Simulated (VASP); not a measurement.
Input:

PbS is taken in the cubic space group Fm-3m (No. 225), the rock salt structure, Pearson symbol cF8. Cell: a = 5.9760 Å, b = 5.9760 Å, c = 5.9760 Å, α = 90.00°, β = 90.00°, γ = 90.00°. Pb on 4a is coordinated by 6 S at 2.988 Å (octahedral). S on 4b has 6 Pb at 2.988 Å (octahedral). (Neighbours: up to the widest gap in distance over summed covalent radii, below 1.35, at either atom; cation-cation and far metal-metal contacts left out.)
(The calculation used a cell of 2 atoms; values per cell refer to that cell.)

Calculation: r2SCAN meta-GGA, VASP's PBE PAW potentials (set 64) (plane waves; VASP). Run with 520 eV cut-off, 8×8×8 Γ-centred mesh, Gaussian smearing of 0.050 eV, potentials Pb_d S.

Give the energy at these volumes per atom, relative to the lowest: 25.04, 25.83, 26.63, 27.43, 28.23 Å³.

20.4, 5.1, 0.0, 3.7, 14.8 meV/atom. A third-order Birch-Murnaghan fit gives B0 = 57.8 GPa and B0′ = 4.3.

Measured: a 5.914 Å at 120 K (computed value off by +1.0 %), as given by Noda, Masumoto, Ohba, Saito, Toriumi, Iwata, Shibuya, Acta Cryst. C 43, 1443 (1987), by a structure database's card. The calculation is for a static lattice, while the measured a holds thermal and zero-point effects, which are part of the difference.

The compound is PbS in the rock salt structure. It was relaxed first.
